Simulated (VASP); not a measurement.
```xyz
2
Lattice="1.8252 -3.1614 0.0000 1.8252 3.1614 0.0000 0.0000 0.0000 5.6655" Properties=species:S:1:pos:R:3 pbc="T T T"
Er     1.8252     1.0538     1.4164
Er     1.8252    -1.0538     4.2492
```

All values below come from revPBE GGA, VASP's PBE PAW potentials (set 64) (plane waves; VASP). Run with 520 eV cut-off, 12×12×7 Γ-centred mesh, first-order Methfessel-Paxton smearing of 0.10 eV, potentials Er_3.

The 4f electrons are frozen in the core of the lanthanide potential, so 4f levels, which can set the real gap, and their magnetism are missing.

Problem. Give the stress tensor in GPa (positive for a compressed cell).

Solution. 
```
-1.00   0.00   0.00
 0.00  -1.00   0.00
 0.00   0.00  -0.95
```
The pressure is its mean diagonal, -0.99 GPa.

The compound is Er in the hcp structure. This cell is one point of a volume scan, at 1.03 of the reference volume.
